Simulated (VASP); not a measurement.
The system is Zr.

```
Zr
1.0
     3.18434    0.00000    0.00000
    -1.59217    2.75772    0.00000
     0.00000    0.00000    5.11895
Zr
2
Direct
  0.33333 0.66667 0.25000
  0.66667 0.33333 0.75000
```

Base run:

| Property | Result |
| --- | --- |
| Program | VASP 6.6.1 |
| Functional | PBEsol |
| Potentials or basis | VASP PAW PBE potentials, release 64 (Zr_sv) |
| Cutoff | 700 eV |
| k mesh | 15 × 15 × 8 |
| Occupations | gaussian, width 0.1 eV |
| Spin | no spin polarisation |

Its results: band gap on the k mesh none (metal or under the smearing width); pressure 0.0 GPa.

After a change of settings the same cell gave: band gap on the k mesh none (metal or under the smearing width); pressure 4.5 GPa. Which change was it?
A. functional from PBEsol to r2SCAN; cutoff from 700 eV to 520 eV
B. cutoff from 700 eV to 900 eV
C. cutoff from 700 eV to 520 eV; occupations from gaussian, width 0.1 eV to gaussian, width 0.5 eV
D. cutoff from 700 eV to 520 eV; k mesh from 15 × 15 × 8 to 24 × 24 × 12

A.

Caveats: the PAW data sets were made with another functional, which shifts forces and pressure a little.

Not every run made on this cell is shown here.
